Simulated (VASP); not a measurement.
Input:

```
PbTe
1.0
    0.00000     3.25615     3.25615
    3.25615     0.00000     3.25615
    3.25615     3.25615     0.00000
Te Pb
1 1
Direct
  0.50000   0.50000   0.50000
  0.00000   0.00000   0.00000
```

The numbers are results of PBE GGA with D3 dispersion (zero damping), VASP's PBE PAW potentials (set 64) (plane waves; VASP), not measurements. Numerical set-up: 520 eV cut-off, Gaussian smearing of 0.050 eV, potentials Te Pb_d.

Unless said otherwise, spin-orbit coupling is left out, though it shifts the bands of the heavy elements here.

Task: Predict the band gap (along the path) with the smallest direct gap where there is one.

Result: 
```json
{
 "band gap (along the path)": "0.78 eV",
 "smallest direct gap (along the path)": "0.78 eV"
}
```

Only differences to runs with the same potentials and settings are physical.

The compound is PbTe in the rock salt structure. It was relaxed first.
